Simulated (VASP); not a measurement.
These are LDA (Ceperley-Alder, Perdew-Zunger) with spin-orbit coupling, VASP's LDA PAW potentials (set 64) (plane waves; VASP) values and carry that method's errors.

VASP input:

INCAR:
```
SYSTEM = Cd(GaTe2)2
PREC = Accurate
ENCUT = 300
EDIFF = 1E-6
NELM = 100
ALGO = Normal
LREAL = .FALSE.
LASPH = .TRUE.
ISMEAR = 0
SIGMA = 0.272
LMAXMIX = 4
LWAVE = .FALSE.
LCHARG = .FALSE.
ISIF = 2
LSORBIT = .TRUE.
LNONCOLLINEAR = .TRUE.
MAGMOM = 0.0 0.0 0.0 0.0 0.0 0.0 0.0 0.0 0.0 0.0 0.0 0.0 0.0 0.0 0.0 0.0 0.0 0.0 0.0 0.0 0.0
GGA_COMPAT = .FALSE.
LORBIT = 11
```

**KPOINTS**
```
Automatic
0
G
3 3 3
0 0 0
```

**POSCAR**
```
Cd(GaTe2)2
1
   -3.0465000000     3.0465000000     5.9050000000
    3.0465000000    -3.0465000000     5.9050000000
    3.0465000000     3.0465000000    -5.9050000000
Cd Ga Te
1 2 4
Direct
  0.0000000000   0.0000000000   0.0000000000
  0.7500000000   0.2500000000   0.5000000000
  0.5000000000   0.5000000000   0.0000000000
  0.3950000000   0.4050000000   0.5300000000
  0.5950000000   0.1250000000   0.9900000000
  0.8750000000   0.8650000000   0.4700000000
  0.1350000000   0.6050000000   0.0100000000
```

POTCAR, in this order: Cd Ga_d Te (LDA.64 set). Program: vasp_ncl.

### Question
Predict the energy per atom (σ→0), largest force, band gap (on the k-mesh).

### Answer

```json
{
  "energy per atom (σ→0)": "-3.778 eV/atom",
  "band gap (on the k-mesh)": "0.88 eV",
  "largest_force": "0.01800 Ry/bohr"
}
```

### OSZICAR
```
...
DAV:   8    -0.264472250533E+02    0.10356E-01   -0.61822E-02  1672   0.147E+00    0.918E-01
DAV:   9    -0.264441563722E+02    0.30687E-02   -0.83270E-03  1326   0.772E-01    0.506E-01
DAV:  10    -0.264439341114E+02    0.22226E-03   -0.31539E-03  1472   0.483E-01    0.198E-01
DAV:  11    -0.264439658926E+02   -0.31781E-04   -0.22774E-04  1644   0.177E-01    0.622E-02
DAV:  12    -0.264439738546E+02   -0.79621E-05   -0.37156E-05  1582   0.427E-02    0.373E-02
DAV:  13    -0.264439796398E+02   -0.57852E-05   -0.83833E-06  1372   0.279E-02    0.969E-03
DAV:  14    -0.264439793526E+02    0.28722E-06   -0.51444E-07   780   0.252E-02
   1 F= -.26443979E+02 E0= -.26443505E+02  d E =-.949525E-03  mag=    -0.0000     0.0000    -0.0000
```

The structure comes from a measured CdGa2Te4 entry of the Crystallography Open Database, whose conditions weren't checked. The cell was not relaxed at this level. The k-mesh is coarse (spacing up to 0.49 per Å, 2π included), so the numbers may not be converged in it. The run is one of a series of settings (GGA_COMPAT = .FALSE., LNONCOLLINEAR = .TRUE., LSORBIT = .TRUE., MAGMOM = 0.0 0.0 0.0 0.0 0.0 0.0 0.0 0.0 0.0 0.0 0.0 0.0 0.0 0.0 0.0 0.0 0.0 0.0 0.0 0.0 0.0, program vasp_ncl against the base run), some of them coarse on purpose.
